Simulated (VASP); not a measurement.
Computed with MS2 meta-GGA, VASP's PBE PAW potentials (set 64) (plane waves; VASP 6.6.1).

A VASP calculation is set up with these files.

File KPOINTS_OPT:
```
k-points along high-symmetry lines
10
Line-mode
Reciprocal
  0.000000   0.000000   0.000000 ! GAMMA
  0.500000   0.000000   0.500000 ! X

  0.500000   0.000000   0.500000 ! X
  0.625000   0.250000   0.625000 ! U

  0.375000   0.375000   0.750000 ! K
  0.000000   0.000000   0.000000 ! GAMMA

  0.000000   0.000000   0.000000 ! GAMMA
  0.500000   0.500000   0.500000 ! L

  0.500000   0.500000   0.500000 ! L
  0.500000   0.250000   0.750000 ! W

  0.500000   0.250000   0.750000 ! W
  0.500000   0.000000   0.500000 ! X
```

File KPOINTS:
```
Automatic mesh
0
Gamma
18 18 18
0 0 0
```

### POSCAR
```
Ir
3.8218110
  0.0000000000   0.5000000586   0.5000000586
  0.5000000586   0.0000000000   0.5000000586
  0.5000000586   0.5000000586   0.0000000000
Ir
1
Cartesian
  1.0000001171   0.5000000586   0.5000000586
```

### INCAR
```
# general
SYSTEM  = Ir
PREC    = Accurate
ENCUT   = 520   # plane-wave cut-off (eV)
LREAL   = .FALSE.
LASPH   = .TRUE.   # aspherical one-centre terms

# electronic loop
EDIFF   = 1E-7   # SCF stop (eV)
NELM    = 100   # most electronic steps
ALGO    = Normal   # blocked Davidson
LMAXMIX = 6   # l cut-off of mixed one-centre charges
LMIXTAU = .TRUE.

# smearing
ISMEAR  = -5   # tetrahedra, Bloechl

# functional
METAGGA = MS2

# ions
ISIF    = 2   # forces and stress, cell fixed

# output
LWAVE   = .FALSE.
LCHARG  = .FALSE.
LORBIT  = 11   # lm-projected
NEDOS   = 601
```

POTCAR, in this order: Ir (PBE.64 set). Program: vasp_std.

Output

### OSZICAR
```
       N       E                     dE             d eps       ncg     rms          rms(c)
DAV:   1     0.601418246593E+02    0.60142E+02   -0.46085E+03  3200   0.105E+03
DAV:   2     0.835899528368E+01   -0.51783E+02   -0.50250E+02  3128   0.208E+02
DAV:   3     0.783491918148E+01   -0.52408E+00   -0.52361E+00  4528   0.284E+01
DAV:   4     0.783247891272E+01   -0.24403E-02   -0.24370E-02  3920   0.138E+00
DAV:   5     0.783246366319E+01   -0.15250E-04   -0.15158E-04  4640   0.678E-02    0.127E+01
DAV:   6     0.871539343234E+01    0.88293E+00   -0.17427E+00  3144   0.226E+01    0.854E+00
DAV:   7     0.118062793743E+02    0.30909E+01   -0.83789E+00  3320   0.514E+01    0.738E+00
DAV:   8     0.112359709872E+02   -0.57031E+00   -0.32486E+00  3128   0.305E+01    0.297E+00
DAV:   9     0.882298280376E+01   -0.24130E+01   -0.21963E+00  3296   0.219E+01    0.156E+00
DAV:  10     0.883645133418E+01    0.13469E-01   -0.29352E-02  4064   0.229E+00    0.465E-01
DAV:  11     0.883643331679E+01   -0.18017E-04   -0.11817E-04  4064   0.123E-01    0.451E-01
DAV:  12     0.883727948634E+01    0.84617E-03   -0.23803E-03  3584   0.677E-01    0.175E-01
DAV:  13     0.883718713411E+01   -0.92352E-04   -0.12330E-03  3848   0.504E-01    0.150E-01
DAV:  14     0.883717020813E+01   -0.16926E-04   -0.10063E-05  3480   0.434E-02    0.128E-01
DAV:  15     0.883719925636E+01    0.29048E-04   -0.99025E-06  3584   0.407E-02    0.661E-02
DAV:  16     0.883720066819E+01    0.14118E-05   -0.12701E-06  3936   0.135E-02    0.385E-02
DAV:  17     0.883720429456E+01    0.36264E-05   -0.16817E-06  3904   0.186E-02    0.259E-02
DAV:  18     0.883720691382E+01    0.26193E-05   -0.25578E-06  3968   0.216E-02    0.860E-03
DAV:  19     0.883720723582E+01    0.32200E-06   -0.25589E-08  1640   0.242E-03    0.403E-03
DAV:  20     0.883720704699E+01   -0.18883E-06   -0.13198E-08  1600   0.142E-03    0.176E-03
DAV:  21     0.883720702145E+01   -0.25539E-07   -0.68805E-09  1624   0.107E-03
   1 F= 0.88372070E+01 E0= 0.88372070E+01  d E =0.000000E+00
       N       E                     dE             ncg
```

File OUTCAR:
```
------------------------ aborting loop because EDIFF is reached ----------------------------------------
  FORCE on cell =-STRESS in cart. coord.  units (eV):
  Direction    XX          YY          ZZ          XY          YZ          ZX
  --------------------------------------------------------------------------------------
  Total        0.0072525      0.0072525      0.0072525      0.0000000     -0.0000000      0.0000000
  in kB        0.8326322      0.8326322      0.8326322      0.0000000     -0.0000000      0.0000000
  external PRESSURE =       0.8326322 kB  Pullay stress =       0.0000000 kB
  volume of cell :       13.96
      direct lattice vectors                 reciprocal lattice vectors
     0.000000000  1.910905724  1.910905724    -0.261656027  0.261656027  0.261656027
     1.910905724  0.000000000  1.910905724     0.261656027 -0.261656027  0.261656027
     1.910905724  1.910905724  0.000000000     0.261656027  0.261656027 -0.261656027
 POSITION                                       TOTAL-FORCE (eV/Angst)
 -----------------------------------------------------------------------------------
      0.00000      0.00000      0.00000         0.000000      0.000000     -0.000000
 -----------------------------------------------------------------------------------
    total drift:                                0.000000      0.000000     -0.000000
  FREE ENERGIE OF THE ION-ELECTRON SYSTEM (eV)
  ---------------------------------------------------
  free  energy   TOTEN  =         8.8372070215 eV

  energy  without entropy=        8.8372070215  energy(sigma->0) =        8.83720702

 total charge

# of ion       s       p       d       tot
------------------------------------------
    1        0.674   0.766   6.978   8.418
```
(Selected blocks of OUTCAR.)

For a metal the tetrahedron method with Blöchl corrections gives inexact stress and forces.

The compound is Ir in the fcc structure. It was relaxed first.
